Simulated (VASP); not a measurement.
OSZICAR of a VASP run on C (space group R-3m):

File OSZICAR:
```
       N       E                     dE             d eps       ncg     rms          rms(c)
DAV:   1    -0.456207984897E+01   -0.45621E+01   -0.21013E+00  1648   0.159E+01    0.124E+00
DAV:   2    -0.537496278354E+01   -0.81288E+00   -0.68433E+00  1760   0.302E+01    0.460E+00
DAV:   3    -0.571361696701E+01   -0.33865E+00   -0.28516E-01  1824   0.385E+00    0.548E+00
DAV:   4    -0.469242621354E+01    0.10212E+01   -0.68397E-02  1712   0.220E+00    0.428E+00
DAV:   5    -0.225434262630E+01    0.24381E+01   -0.83113E-02  1780   0.242E+00    0.993E-01
DAV:   6    -0.299230248949E+01   -0.73796E+00   -0.10079E-01  1704   0.332E+00    0.212E+00
DAV:   7    -0.294222210653E+01    0.50080E-01   -0.47266E-03  1828   0.778E-01    0.191E+00
DAV:   8    -0.285889143577E+01    0.83331E-01   -0.21899E-03  1700   0.364E-01    0.158E+00
DAV:   9    -0.260839651188E+01    0.25049E+00   -0.36581E-03  1652   0.501E-01    0.949E-01
DAV:  10    -0.257003720105E+01    0.38359E-01   -0.20525E-03  1832   0.533E-01    0.864E-01
DAV:  11    -0.251846631130E+01    0.51571E-01   -0.19419E-04  1856   0.156E-01    0.700E-01
DAV:  12    -0.232296881119E+01    0.19550E+00   -0.84420E-04  1692   0.278E-01    0.192E-01
DAV:  13    -0.224349137864E+01    0.79477E-01   -0.20819E-03  1712   0.530E-01    0.115E-01
DAV:  14    -0.216637648545E+01    0.77115E-01   -0.53153E-04  1772   0.244E-01    0.753E-02
DAV:  15    -0.213757436191E+01    0.28802E-01   -0.72367E-04  1804   0.315E-01    0.760E-02
DAV:  16    -0.210890173977E+01    0.28673E-01   -0.14838E-04  1812   0.140E-01    0.104E-01
DAV:  17    -0.211217869712E+01   -0.32770E-02   -0.17432E-04  1788   0.155E-01    0.598E-02
DAV:  18    -0.211628038625E+01   -0.41017E-02   -0.23944E-05  1872   0.493E-02    0.491E-02
DAV:  19    -0.212879383029E+01   -0.12513E-01   -0.40698E-05  1752   0.728E-02    0.164E-02
DAV:  20    -0.213499653294E+01   -0.62027E-02   -0.48265E-06  1804   0.220E-02    0.618E-03
DAV:  21    -0.214228411782E+01   -0.72876E-02   -0.22434E-06  1808   0.151E-02    0.876E-03
DAV:  22    -0.214065904294E+01    0.16251E-02   -0.39377E-06  1716   0.236E-02    0.137E-03
DAV:  23    -0.214216206248E+01   -0.15030E-02   -0.30685E-07  1224   0.569E-03    0.487E-03
DAV:  24    -0.214146938569E+01    0.69268E-03   -0.55069E-07  1064   0.931E-03    0.241E-03
DAV:  25    -0.214155428581E+01   -0.84900E-04   -0.11211E-07  1056   0.413E-03    0.194E-03
DAV:  26    -0.214087280919E+01    0.68148E-03   -0.95778E-08   984   0.373E-03    0.473E-04
DAV:  27    -0.214081929714E+01    0.53512E-04   -0.28813E-08  1012   0.168E-03    0.556E-04
DAV:  28    -0.214073229513E+01    0.87002E-04   -0.64126E-09  1008   0.987E-04    0.346E-04
DAV:  29    -0.214061455534E+01    0.11774E-03   -0.27983E-09  1008   0.547E-04    0.846E-05
DAV:  30    -0.214059349785E+01    0.21057E-04   -0.77988E-10   992   0.269E-04    0.469E-05
DAV:  31    -0.214053006478E+01    0.63433E-04   -0.72783E-10   996   0.316E-04    0.645E-05
DAV:  32    -0.214054142730E+01   -0.11363E-04   -0.70905E-10  1004   0.325E-04    0.971E-06
DAV:  33    -0.214054040802E+01    0.10193E-05   -0.85844E-11   984   0.979E-05    0.461E-06
DAV:  34    -0.214054506826E+01   -0.46602E-05   -0.10254E-11   976   0.384E-05    0.335E-06
DAV:  35    -0.214053839899E+01    0.66693E-05   -0.44717E-12   960   0.228E-05    0.152E-05
DAV:  36    -0.214053949456E+01   -0.10956E-05   -0.14888E-11   972   0.499E-05    0.466E-06
DAV:  37    -0.214053939517E+01    0.99385E-07   -0.45166E-12   960   0.162E-05
   1 F= -.21405394E+01 E0= -.21405394E+01  d E =-.275008E-18
       N       E                     dE             ncg
```

Question: Which electronic solver shows in the log?

Answer: It is blocked Davidson (ALGO = Normal, or the opening steps of other solvers). The INCAR had ALGO = Normal.

Question: Can the final energy be trusted as converged?

Answer: The run converged. It stopped with EDIFF = 1E-6, NELM = 200 (modified Becke-Johnson potential (mBJ), plane waves, VASP's PBE PAW potentials (set 64)). mBJ is a potential without an energy functional, so only the levels count.

The structure comes from a computed database's C entry (R-3m); how it stands against other phases isn't given here. It was relaxed first. The cell's shape comes from a PBE relaxation.
